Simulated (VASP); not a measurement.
A run of VASP 6.6.1 is set up as follows.

The input INCAR:

```
SYSTEM = Ga11CuP12
PREC = Accurate
ENCUT = 350
EDIFF = 1E-5
ISMEAR = 0
SIGMA = 0.03
LREAL = Auto
LASPH = .True.
NELM = 120
ALGO = Normal
ISIF = 2
LWAVE = .False.
LCHARG = .False.
ISPIN = 2
MAGMOM = 2 0 0 0 0 0 0 0 0 0 0 0 0 0 0 0 0 0 0 0 0 0 0 0
LORBIT = 11
NUPDOWN = 2
LMAXMIX = 4
LDAU = .True.
LDAUTYPE = 2
LDAUL = 2 -1 -1
LDAUU = 5 0 0
LDAUJ = 0 0 0
LDAUPRINT = 1
GGA = PS
NBANDS = 129
KPAR = 2
```

The input KPOINTS:

```
regular mesh
0
Gamma
  2 2 2
  0 0 0
```

Contents of POSCAR:

```
Ga11CuP12
1.0
    0.0000000000      8.1757500000      8.1757500000
    5.4505000000      0.0000000000      5.4505000000
    5.4505000000      5.4505000000      0.0000000000
Cu Ga P
1 11 12
Direct
    0.0000000000      0.0000000000      0.0000000000
    0.0000000000      0.0000000000      0.5000000000
    0.0000000000      0.5000000000      0.0000000000
    0.0000000000      0.5000000000      0.5000000000
    0.3333330000      0.0000000000      0.0000000000
    0.3333330000      0.0000000000      0.5000000000
    0.3333330000      0.5000000000      0.0000000000
    0.3333330000      0.5000000000      0.5000000000
    0.6666670000      0.0000000000      0.0000000000
    0.6666670000      0.0000000000      0.5000000000
    0.6666670000      0.5000000000      0.0000000000
    0.6666670000      0.5000000000      0.5000000000
    0.0833333333      0.1250000000      0.1250000000
    0.0833333333      0.1250000000      0.6250000000
    0.0833333333      0.6250000000      0.1250000000
    0.0833333333      0.6250000000      0.6250000000
    0.4166663333      0.1250000000      0.1250000000
    0.4166663333      0.1250000000      0.6250000000
    0.4166663333      0.6250000000      0.1250000000
    0.4166663333      0.6250000000      0.6250000000
    0.7500003333      0.1250000000      0.1250000000
    0.7500003333      0.1250000000      0.6250000000
    0.7500003333      0.6250000000      0.1250000000
    0.7500003333      0.6250000000      0.6250000000
```

Potentials or basis: VASP PAW PBE potentials, release 64 (Cu, Ga_d, P).

Launch:

```sh
$ cat potpaw_PBE.64/Cu/POTCAR potpaw_PBE.64/Ga_d/POTCAR potpaw_PBE.64/P/POTCAR > POTCAR
$ mpirun -np 4 vasp_std > vasp.out
```

Predict the largest force.

0.523 eV/Å.

What does it give for the pressure?

-1.4 GPa.

Forces on the atoms (eV/Å):
```
Cu   0.032 -0.028 -0.028
Ga  -0.015  0.029  0.104
Ga  -0.015  0.104  0.029
Ga  -0.109  0.015  0.015
Ga   0.103 -0.118 -0.118
Ga   0.121 -0.139 -0.114
Ga   0.121 -0.114 -0.139
Ga   0.028 -0.044 -0.044
Ga   0.094  0.091  0.091
Ga  -0.080 -0.129  0.081
Ga  -0.080  0.081 -0.129
Ga   0.011 -0.022 -0.022
P   -0.313 -0.296 -0.296
P    0.251  0.358 -0.256
P    0.251 -0.256  0.358
P    0.012 -0.009 -0.009
P   -0.097  0.072  0.072
P    0.019  0.028 -0.010
P    0.019 -0.010  0.028
P   -0.039  0.042  0.042
P   -0.277  0.301  0.301
P   -0.024  0.022  0.000
P   -0.024  0.000  0.022
P    0.013  0.022  0.022
```

Caveat: the k mesh is coarse (spacing up to 0.50 Å⁻¹), so the values aren't converged; the cutoff is under 1.25 times the usual one of these potentials, so pressure, stress and relaxed cells hold a basis-set (Pulay) error; the PAW data sets were made with another functional, which shifts forces and pressure a little; the total moment is fixed, so each spin has its own Fermi level; the U is typed as a test and isn't derived for this compound. The state reached can hang on the start; a lower one may exist.
